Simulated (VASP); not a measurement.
Input for VASP

**INCAR**
```
! general
SYSTEM   =  InP
PREC     =  Accurate
ENCUT    =  500
LREAL    =  F
LASPH    =  T

! electronic loop
EDIFF    =  1E-6
NELM     =  100
ALGO     =  Normal
LMAXMIX  =  4

! smearing
ISMEAR   =  1
SIGMA    =  0.1

! functional
GGA      =  PS

! ions
IBRION   =  2
NSW      =  40
ISIF     =  3
EDIFFG   =  -0.02
PSTRESS  =  100

! output
LWAVE    =  F
LCHARG   =  F
```

### KPOINTS
```
Automatic mesh
0
Gamma
11 11 11
0 0 0
```

POSCAR:
```
InP
1
    3.3242267232     0.0000000000     0.0000000000
    0.0000000000     3.3242267232     0.0000000000
    0.0000000000     0.0000000000     3.3242267232
In P
1 1
Direct
  0.0000000000   0.0000000000   0.0000000000
  0.5000000000   0.5000000000   0.5000000000
```

POTCAR, in this order: In_d P (PBE.64 set). Program: vasp_std.

Q: Write an equivalent input for Ansatz.

A: One equivalent input (not run):
Ansatz 0.2 input:
```yaml
crystal:
  lattice:
    - [3.3242267, 0.0000000, 0.0000000]
    - [0.0000000, 3.3242267, 0.0000000]
    - [0.0000000, 0.0000000, 3.3242267]
  atoms:
    - { symbol: In, position: [0.0000000, 0.0000000, 0.0000000] }
    - { symbol: P, position: [0.5000000, 0.5000000, 0.5000000] }
kpoints:
  mp_grid: { grid: [11, 11, 11] }
hamiltonian:
  xc: pbesol
  pseudopotentials: { kind: paw }
scf:
  occupations: { method: methfessel_paxton, width: 0.1 }
  max_iter: 100
relax:
  max_steps: 40
  f_tol: 0.02
  cell: { p_target: 10 }
output: { forces: true, stress: true, eigenvalues: true }
```
The two are equivalent in intent, not identical: each code has its own PAW files, so the cut-off isn't converted (ENCUT is set for VASP's; basis.ecutwfc is left out, and Ansatz then takes the one that its files recommend); Ansatz stops its SCF on the density residual and VASP on the energy change (EDIFF).

The structure was generated: InP was put into the CsCl type type (Pm-3m), which need not be its known phase. This run relaxes it under an external pressure of 10 GPa. Symmetry was kept, so distortions that lower it aren't found.
